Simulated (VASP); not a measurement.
Level of theory: PBE GGA, VASP's PBE PAW potentials (set 64) (plane waves; VASP).

A VASP calculation is set up with these files.

### INCAR
```
ENCUT  =  400   # plane-wave cut-off (eV)
SIGMA  =  0.05   # width (eV)
SYSTEM  =  MgS
ALGO  =  Normal   # blocked Davidson
NELM  =  100
LWAVE  =  .FALSE.
LCHARG  =  .FALSE.
LREAL  =  .FALSE.   # projection in real space or not
ISMEAR  =  0   # Gaussian
EDIFF  =  1E-6   # SCF stop (eV)
PREC  =  Accurate
ISIF  =  2
LASPH  =  .TRUE.   # aspherical one-centre terms
GGA  =  PE   # PBE
```

POSCAR:
```
MgS
3.7125190
  0.0000000000   0.6931846005   0.7207602170
  0.6811526082   0.0000000000   0.7207602170
  0.6811526082   0.6931846005   0.0000000000
Mg S
1 1
Cartesian
  0.0000000000   0.0000000000   0.0000000000
  0.6975574877   0.6931846005   0.7207602170
```

### KPOINTS
```
Automatic mesh
0
Gamma
5 5 5
0 0 0
```

POTCAR, in this order: Mg S (PBE.64 set). Program: vasp_std.

### Question
What will the output report for the number of irreducible k-points (NKPTS), number of bands (NBANDS), largest plane-wave count, number of space-group operations, FFT grid (NGX, NGY, NGZ)?

### Answer

* **number of irreducible k-points (NKPTS)**: 27
* **number of bands (NBANDS)**: 8
* **largest plane-wave count**: 643
* **number of space-group operations**: 4
* **FFT grid (NGX, NGY, NGZ)**: 24 × 24 × 24

The compound is MgS in the rock salt structure. The cell was not relaxed at this level, atoms are displaced from their ideal sites. The k-mesh is coarse (spacing up to 0.42 per Å, 2π included), so the numbers may not be converged in it. The run is one of a series of settings (KPOINTS 5×5×5 Γ-centred mesh against the base run), some of them coarse on purpose.
